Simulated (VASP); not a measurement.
An input for Ansatz (written as the equivalent of a VASP run, and not itself run):

Ansatz 0.2 input:
```yaml
crystal:
  lattice:
    - [3.3469110, 0.0000000, 0.0000000]
    - [-1.6734550, 2.8985100, 0.0000000]
    - [0.0000000, 0.0000000, 5.7485940]
  atoms:
    - { symbol: Mg, position: [0.0000000, 0.0000000, 0.0000000] }
    - { symbol: Al, position: [0.6666670, 0.3333330, 0.3500100] }
    - { symbol: Al, position: [0.3333330, 0.6666670, 0.6499900] }
    - { symbol: C, position: [0.3333330, 0.6666670, 0.2700800] }
    - { symbol: C, position: [0.6666670, 0.3333330, 0.7299200] }
kpoints:
  mp_grid: { grid: [8, 8, 4] }
hamiltonian:
  xc: pbesol
  pseudopotentials: { kind: paw }
scf:
  occupations: { method: gaussian, width: 0.01 }
  max_iter: 100
output: { forces: true, stress: true, eigenvalues: true }
```

Problem. Translate this input to VASP (INCAR, KPOINTS, POSCAR, choice of POTCAR).

Solution. Several could match; the one computed here: 
KPOINTS:
```
Automatic mesh
0
Gamma
8 8 4
0 0 0
```

### INCAR
```
SYSTEM = Mg(AlC)2
PREC = Accurate
ENCUT = 400
EDIFF = 1E-6
NELM = 100
ALGO = Normal
LREAL = .FALSE.
LASPH = .TRUE.
ISMEAR = 0
SIGMA = 0.01
GGA = PS
LWAVE = .FALSE.
LCHARG = .FALSE.
ISIF = 2
```

File POSCAR:
```
Mg(AlC)2
1
    3.3469110000     0.0000000000     0.0000000000
   -1.6734550000     2.8985100000     0.0000000000
    0.0000000000     0.0000000000     5.7485940000
Mg Al C
1 2 2
Direct
  0.0000000000   0.0000000000   0.0000000000
  0.6666670000   0.3333330000   0.3500100000
  0.3333330000   0.6666670000   0.6499900000
  0.3333330000   0.6666670000   0.2700800000
  0.6666670000   0.3333330000   0.7299200000
```

POTCAR, in this order: Mg Al C (PBE.64 set). Program: vasp_std.

Limits of the translation: each code has its own PAW files, so the cut-off isn't converted (ENCUT is set for VASP's; basis.ecutwfc is left out, and Ansatz then takes the one that its files recommend); Ansatz stops its SCF on the density residual and VASP on the energy change (EDIFF).

The structure comes from a computed database's Al2MgC2 entry (P-3m1); how it stands against other phases isn't given here. The cell was not relaxed at this level.
